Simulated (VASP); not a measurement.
These are PBE GGA, VASP's PBE PAW potentials (set 64) (plane waves; VASP) values and carry that method's errors.

Input for VASP

INCAR:
```
SYSTEM = BAs
PREC = Accurate; ENCUT = 400; LREAL = .FALSE.
LASPH = .TRUE.
EDIFF = 1E-6; NELM = 100; ALGO = Normal
LMAXMIX = 4
ISMEAR = 0; SIGMA = 0.05
GGA = PE
ISIF = 2
LWAVE = .FALSE.; LCHARG = .FALSE.
```

### KPOINTS
```
kpoints
0
Gamma
 10 10 10
0 0 0
```

### POSCAR
```
BAs
1
    0.0000000000     2.3944440000     2.3944440000
    2.3944440000     0.0000000000     2.3944440000
    2.3944440000     2.3944440000     0.0000000000
B As
1 1
Direct
  0.2500000000   0.2500000000   0.2500000000
  0.0000000000   0.0000000000   0.0000000000
```

POTCAR, in this order: B As (PBE.64 set). Program: vasp_std.

The run wrote:

**OUTCAR**
```
 ion  position               nearest neighbor table
   1  0.250  0.250  0.250-   2 2.07   2 2.07   2 2.07   2 2.07
   2  0.000  0.000  0.000-   1 2.07   1 2.07   1 2.07   1 2.07
  LATTYP: Found a face centered cubic cell.
 ALAT       =     4.7888880000
 Subroutine PRICEL returns:
 Original cell was already a primitive cell.
 Subroutine GETGRP returns: Found 24 space group operations
The static configuration has the point symmetry T_d .
The dynamic configuration has the point symmetry T_d .
 Subroutine INISYM returns: Found 24 space group operations
 Subroutine IBZKPT returns following result:
 Found     47 irreducible k-points:

 Following reciprocal coordinates:
            Coordinates               Weight
  0.000000  0.000000  0.000000      1.000000
  0.100000  0.000000  0.000000      8.000000
  0.200000  0.000000  0.000000      8.000000
  0.300000  0.000000  0.000000      8.000000
  0.400000  0.000000  0.000000      8.000000
  0.500000  0.000000  0.000000      4.000000
  0.100000  0.100000  0.000000      6.000000
  0.200000  0.100000  0.000000     24.000000
  0.300000  0.100000  0.000000     24.000000
...
```

### OSZICAR
```
       N       E                     dE             d eps       ncg     rms          rms(c)
DAV:   1     0.578448212353E+01    0.57845E+01   -0.33835E+03   752   0.705E+02
DAV:   2    -0.118012484396E+02   -0.17586E+02   -0.16258E+02  1168   0.885E+01
DAV:   3    -0.120339968390E+02   -0.23275E+00   -0.23275E+00   896   0.121E+01
DAV:   4    -0.120342244865E+02   -0.22765E-03   -0.22765E-03  1104   0.402E-01
DAV:   5    -0.120342245769E+02   -0.90324E-07   -0.90303E-07   888   0.625E-03    0.489E+00
DAV:   6    -0.114729709688E+02    0.56125E+00   -0.18154E+00   768   0.688E+00    0.242E+00
DAV:   7    -0.114158875428E+02    0.57083E-01   -0.20084E-01  1056   0.269E+00    0.949E-01
DAV:   8    -0.114090670306E+02    0.68205E-02   -0.21565E-02   808   0.101E+00    0.117E-01
DAV:   9    -0.114093884780E+02   -0.32145E-03   -0.60260E-04   960   0.198E-01    0.668E-02
DAV:  10    -0.114095724756E+02   -0.18400E-03   -0.29262E-04   888   0.125E-01    0.162E-02
DAV:  11    -0.114095786261E+02   -0.61506E-05   -0.12008E-05  1136   0.270E-02    0.140E-02
DAV:  12    -0.114095781773E+02    0.44884E-06   -0.25089E-06   800   0.109E-02
   1 F= -.11409578E+02 E0= -.11409578E+02  d E =-.732507E-13
```

**OUTCAR**
```
------------------------ aborting loop because EDIFF is reached ----------------------------------------
  FORCE on cell =-STRESS in cart. coord.  units (eV):
  Direction    XX          YY          ZZ          XY          YZ          ZX
  --------------------------------------------------------------------------------------
  Total        0.4028370      0.4028370      0.4028370     -0.0000000      0.0000000     -0.0000000
  in kB       23.5069292     23.5069292     23.5069292     -0.0000000      0.0000000     -0.0000000
  external PRESSURE =      23.5069292 kB  Pullay stress =       0.0000000 kB
  volume of cell :       27.46
      direct lattice vectors                 reciprocal lattice vectors
     0.000000000  2.394444000  2.394444000    -0.208816744  0.208816744  0.208816744
     2.394444000  0.000000000  2.394444000     0.208816744 -0.208816744  0.208816744
     2.394444000  2.394444000  0.000000000     0.208816744  0.208816744 -0.208816744
  FREE ENERGIE OF THE ION-ELECTRON SYSTEM (eV)
  ---------------------------------------------------
  free  energy   TOTEN  =       -11.4095781773 eV

  energy  without entropy=      -11.4095781773  energy(sigma->0) =      -11.40957818
```
(Selected blocks of OUTCAR.)

OUTCAR:
```
 val. band max:        6.0444050229   @ k =   0.0000   0.0000   0.0000

 cond. band min:       7.2276111402   @ k =   0.4000   0.4000   0.0000


 Fermi energy:         6.2728104244

 k-point     1 :       0.0000    0.0000    0.0000
  band No.  band energies     occupation
      1      -9.2891      2.00000
      2       6.0444      2.00000
      3       6.0444      2.00000
      4       6.0444      2.00000
      5       9.3115      0.00000
      6       9.3115      0.00000
      7       9.3115      0.00000
      8      10.6368      0.00000

 k-point     2 :       0.1000    0.0000    0.0000
  band No.  band energies     occupation
      1      -9.1260      2.00000
      2       4.6534      2.00000
      3       5.7454      2.00000
      4       5.7454      2.00000
      5       9.4430      0.00000
      6       9.7056      0.00000
      7       9.7056      0.00000
      8      11.5259      0.00000

 k-point     3 :       0.2000    0.0000    0.0000
  band No.  band energies     occupation
      1      -8.6451      2.00000
      2       2.3002      2.00000
      3       5.1750      2.00000
      4       5.1750      2.00000
      5       9.2164      0.00000
      6      10.4187      0.00000
      7      10.4187      0.00000
      8      13.1654      0.00000

 k-point     4 :       0.3000    0.0000    0.0000
  band No.  band energies     occupation
      1      -7.8832      2.00000
      2       0.0227      2.00000
      3       4.6701      2.00000
      4       4.6701      2.00000
      5       8.9405      0.00000
      6      10.8225      0.00000
      7      10.8225      0.00000
      8      14.4501      0.00000

 k-point     5 :       0.4000    0.0000    0.0000
  band No.  band energies     occupation
      1      -6.9735      2.00000
      2      -1.8385      2.00000
      3       4.3459      2.00000
      4       4.3459      2.00000
      5       8.7560      0.00000
      6      10.8529      0.00000
      7      10.8529      0.00000
...
```

At this cut-off the stress carries a Pulay error, which pulls relaxed volumes low.

The structure comes from a computed database's BAs entry; how it stands against other phases isn't given here. The cell was not relaxed at this level. The run is one of a series of settings (AEXX removed, HFRCUT removed, ISYM removed, LHFCALC removed, PRECFOCK removed against the base run), some of them coarse on purpose.
